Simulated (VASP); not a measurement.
Computed with PBE GGA, VASP's PBE PAW potentials (set 64) (plane waves; VASP).

Input for VASP

INCAR:
```
ALGO=Normal
EDIFF=1E-7
ENCUT=530
GGA=PE
IBRION=6
ISIF=3
ISMEAR=0
LASPH=.TRUE.
LCHARG=.FALSE.
LMAXMIX=4
LREAL=.FALSE.
LWAVE=.FALSE.
NELM=100
NFREE=2
NSW=1
POTIM=0.015
PREC=Accurate
SIGMA=0.05
SYSTEM=CdS
```

KPOINTS:
```
Regular mesh
0
gamma
 7 7 7
```

File POSCAR:
```
CdS
2.9605180
  0.0000000000   0.9999998333   0.9999998333
  0.9999998333   0.0000000000   0.9999998333
  0.9999998333   0.9999998333   0.0000000000
Cd S
1 1
Cartesian
  0.0000000000   0.0000000000   0.0000000000
  0.4999999167   0.4999999167   0.4999999167
```

POTCAR, in this order: Cd S (PBE.64 set). Program: vasp_std.

The resulting files:

**OUTCAR**
```
 ion  position               nearest neighbor table
   1  0.000  0.000  0.000-   2 2.56   2 2.56   2 2.56   2 2.56
   2  0.250  0.250  0.250-   1 2.56   1 2.56   1 2.56   1 2.56
  LATTYP: Found a face centered cubic cell.
 ALAT       =     5.9210350132
 Subroutine PRICEL returns:
 Original cell was already a primitive cell.
 Subroutine GETGRP returns: Found 24 space group operations
The static configuration has the point symmetry T_d .
The dynamic configuration has the point symmetry T_d .
 Subroutine INISYM returns: Found 24 space group operations
 Subroutine IBZKPT returns following result:
 Found     20 irreducible k-points:

 Following reciprocal coordinates:
            Coordinates               Weight
  0.000000  0.000000  0.000000      1.000000
  0.142857  0.000000  0.000000      8.000000
  0.285714  0.000000  0.000000      8.000000
  0.428571  0.000000  0.000000      8.000000
  0.142857  0.142857  0.000000      6.000000
  0.285714  0.142857  0.000000     24.000000
  0.428571  0.142857  0.000000     24.000000
 -0.428571  0.142857  0.000000     24.000000
 -0.285714  0.142857  0.000000     24.000000
 -0.142857  0.142857  0.000000     12.000000
  0.285714  0.285714  0.000000      6.000000
  0.428571  0.285714  0.000000     24.000000
 -0.428571  0.285714  0.000000     24.000000
 -0.285714  0.285714  0.000000     12.000000
  0.428571  0.428571  0.000000      6.000000
 -0.428571  0.428571  0.000000     12.000000
  0.428571  0.285714  0.142857     24.000000
 -0.428571  0.285714  0.142857     48.000000
 -0.428571  0.428571  0.142857     24.000000
 -0.285714  0.428571  0.142857     24.000000
 Subroutine IBZKPT_HF returns following result:
   k-points           NKPTS =     20   k-points in BZ     NKDIM =     20   number of bands    NBANDS=     13
   number of dos      NEDOS =    301   number of ions     NIONS =      2
   total plane-waves  NPLWV =  32768
...
```

**OUTCAR**
```


   1 f  =    6.589889 THz    41.405496 2PiTHz  219.815049 cm-1    27.253580 meV

   2 f  =    6.589889 THz    41.405496 2PiTHz  219.815049 cm-1    27.253580 meV

   3 f  =    6.589889 THz    41.405496 2PiTHz  219.815049 cm-1    27.253580 meV

   4 f/i=    0.005074 THz     0.031880 2PiTHz    0.169247 cm-1     0.020984 meV

   5 f/i=    0.005074 THz     0.031880 2PiTHz    0.169247 cm-1     0.020984 meV

   6 f/i=    0.005074 THz     0.031880 2PiTHz    0.169247 cm-1     0.020984 meV

 ELASTIC MODULI CONTR FROM IONIC RELAXATION (kBar)
 Direction    XX          YY          ZZ          XY          YZ          ZX
 --------------------------------------------------------------------------------
 XX          -0.0000     -0.0000     -0.0000     -0.0000     -0.0000     -0.0000
 YY          -0.0000     -0.0000     -0.0000     -0.0000     -0.0000     -0.0000
 ZZ          -0.0000     -0.0000     -0.0000     -0.0000     -0.0000     -0.0000
 XY          -0.0000     -0.0000     -0.0000   -214.6924      0.0000      0.0000
 YZ          -0.0000     -0.0000     -0.0000      0.0000   -214.6924      0.0000
 ZX          -0.0000     -0.0000     -0.0000      0.0000      0.0000   -214.6924
 --------------------------------------------------------------------------------

 TOTAL ELASTIC MODULI (kBar)
 Direction    XX          YY          ZZ          XY          YZ          ZX
 --------------------------------------------------------------------------------
 XX         675.7695    485.2287    485.2287      0.0000     -0.0000     -0.0000
 YY         485.2287    675.7695    485.2287      0.0000      0.0000     -0.0000
 ZZ         485.2287    485.2287    675.7695     -0.0000     -0.0000     -0.0000
 XY           0.0000      0.0000     -0.0000    255.2822      0.0000      0.0000
 YZ          -0.0000      0.0000     -0.0000      0.0000    255.2822      0.0000
 ZX          -0.0000     -0.0000     -0.0000      0.0000      0.0000    255.2822
 --------------------------------------------------------------------------------
```
(Selected blocks of OUTCAR.)

The compound is CdS in the zinc blende structure, a metastable form; wurtzite is the usual one. It was relaxed first, which changed the volume by +5 %.
